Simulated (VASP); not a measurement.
Input:

```
BN
1.0
    2.51216     0.00000     0.00000
   -1.25608     2.17560     0.00000
    0.00000     0.00000     7.60289
B N
2 2
Direct
  0.66667   0.33333   0.75000
  0.33333   0.66667   0.25000
  0.33333   0.66667   0.75000
  0.66667   0.33333   0.25000
```

All values below come from PBE GGA, VASP's PBE PAW potentials (set 64) (plane waves; VASP 6.6.1). Numerical set-up: PREC = Normal, EDIFF = 1E-5, 500 eV cut-off, 13×13×4 Γ-centred mesh, Gaussian smearing of 0.050 eV, potentials B N.

Without a dispersion term in the relaxation, distances and binding between the weakly bound layers, chains or molecules are unreliable, and so is what depends on them.

Question: Predict the energy per atom (σ→0).

Answer: 
```json
{
  "energy per atom (σ→0)": "-8.801 eV/atom"
}
```

Total energies compare only between runs with the same potentials, cut-off and functional.

The compound is BN in the hex structure. It was relaxed first, which changed the volume by +15 %.
